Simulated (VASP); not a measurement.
Computed with PBE GGA with D3 dispersion (zero damping), VASP's PBE PAW potentials (set 64) (plane waves; VASP 6.6.1).

VASP ran on this input.

File POSCAR:
```
CeO2
1
    0.0000000000     2.7457646241     2.7457646241
    2.7457646241     0.0000000000     2.7457646241
    2.7457646241     2.7457646241     0.0000000000
Ce O
1 2
Direct
  0.0000000000   0.0000000000   0.0000000000
  0.2500000000   0.2500000000   0.2500000000
  0.7500000000   0.7500000000   0.7500000000
```

**KPOINTS**
```
Automatic mesh
0
Gamma
7 7 7
0 0 0
```

### INCAR
```
SYSTEM  =  CeO2
PREC  =  Accurate; ENCUT  =  520; LREAL  =  F
LASPH  =  T
EDIFF  =  1E-7; NELM  =  100; ALGO  =  Normal
LMAXMIX  =  6
ISMEAR  =  0; SIGMA  =  0.05
GGA  =  PE; IVDW  =  11
ISIF  =  2
LWAVE  =  F; LCHARG  =  F
```

POTCAR, in this order: Ce O (PBE.64 set). Program: vasp_std.

What VASP printed:

### OSZICAR
```
       N       E                     dE             d eps       ncg     rms          rms(c)
DAV:   1     0.233042666975E+03    0.23304E+03   -0.11626E+04   640   0.194E+03
DAV:   2    -0.695196024566E+00   -0.23374E+03   -0.22173E+03  1024   0.310E+02
DAV:   3    -0.303599040281E+02   -0.29665E+02   -0.26732E+02   768   0.147E+02
DAV:   4    -0.317690614027E+02   -0.14092E+01   -0.14089E+01  1016   0.325E+01
DAV:   5    -0.318441977824E+02   -0.75136E-01   -0.75131E-01  1072   0.607E+00    0.279E+01
DAV:   6    -0.303479714476E+02    0.14962E+01   -0.10310E+02   984   0.589E+01    0.311E+01
DAV:   7    -0.285065179473E+02    0.18415E+01   -0.22499E+02  1048   0.134E+02    0.198E+01
DAV:   8    -0.278107632550E+02    0.69575E+00   -0.38309E+00   840   0.216E+01    0.137E+01
DAV:   9    -0.263517841943E+02    0.14590E+01   -0.64868E+00   952   0.211E+01    0.222E+00
DAV:  10    -0.263016151288E+02    0.50169E-01   -0.22908E-01  1080   0.433E+00    0.162E+00
DAV:  11    -0.262655225087E+02    0.36093E-01   -0.66249E-02   976   0.241E+00    0.135E+00
DAV:  12    -0.262284044433E+02    0.37118E-01   -0.13871E-01   928   0.347E+00    0.691E-01
DAV:  13    -0.262317239105E+02   -0.33195E-02   -0.15125E-01   952   0.350E+00    0.960E-01
DAV:  14    -0.262275972960E+02    0.41266E-02   -0.11763E-01   960   0.317E+00    0.395E-01
DAV:  15    -0.262261816938E+02    0.14156E-02   -0.13434E-02   944   0.111E+00    0.496E-02
DAV:  16    -0.262262356343E+02   -0.53940E-04   -0.64600E-04   968   0.241E-01    0.495E-02
DAV:  17    -0.262262324110E+02    0.32232E-05   -0.79268E-04   920   0.267E-01    0.334E-02
DAV:  18    -0.262262223947E+02    0.10016E-04   -0.33661E-05  1088   0.512E-02    0.253E-02
DAV:  19    -0.262262140702E+02    0.83245E-05   -0.39111E-05  1008   0.549E-02    0.700E-03
DAV:  20    -0.262262123541E+02    0.17161E-05   -0.11615E-05   992   0.321E-02    0.493E-03
DAV:  21    -0.262262123582E+02   -0.41211E-08   -0.30585E-07   792   0.372E-03
   1 F= -.26732052E+02 E0= -.26732052E+02  d E =-.192871E-10
```

File OUTCAR:
```
------------------------ aborting loop because EDIFF is reached ----------------------------------------
 Edisp (eV)   -0.50584
  FORCE on cell =-STRESS in cart. coord.  units (eV):
  Direction    XX          YY          ZZ          XY          YZ          ZX
  --------------------------------------------------------------------------------------
  Total      -1.30983    -1.30983    -1.30983     0.00000     0.00000     0.00000
  in kB     -50.68804   -50.68804   -50.68804     0.00000     0.00000     0.00000
  external pressure =      -50.69 kB  Pullay stress =        0.00 kB
  volume of cell :       41.40
      direct lattice vectors                 reciprocal lattice vectors
     0.000000000  2.745764624  2.745764624    -0.182098639  0.182098639  0.182098639
     2.745764624  0.000000000  2.745764624     0.182098639 -0.182098639  0.182098639
     2.745764624  2.745764624  0.000000000     0.182098639  0.182098639 -0.182098639
 POSITION                                       TOTAL-FORCE (eV/Angst)
 -----------------------------------------------------------------------------------
      0.00000      0.00000      0.00000        -0.000000     -0.000000     -0.000000
      1.37288      1.37288      1.37288        -0.000000      0.000000      0.000000
      4.11865      4.11865      4.11865         0.000000      0.000000     -0.000000
 -----------------------------------------------------------------------------------
    total drift:                                0.000000     -0.000000      0.000000
  FREE ENERGIE OF THE ION-ELECTRON SYSTEM (eV)
  ---------------------------------------------------
  free  energy   TOTEN  =       -26.7320519914 eV

  energy  without entropy=      -26.7320519914  energy(sigma->0) =      -26.73205199
```
(Selected blocks of OUTCAR.)

The compound is CeO2 in the fluorite structure. This cell is one point of a volume scan, at 1.03 of the reference volume. The run is not spin-polarised, so no magnetic state was tried.
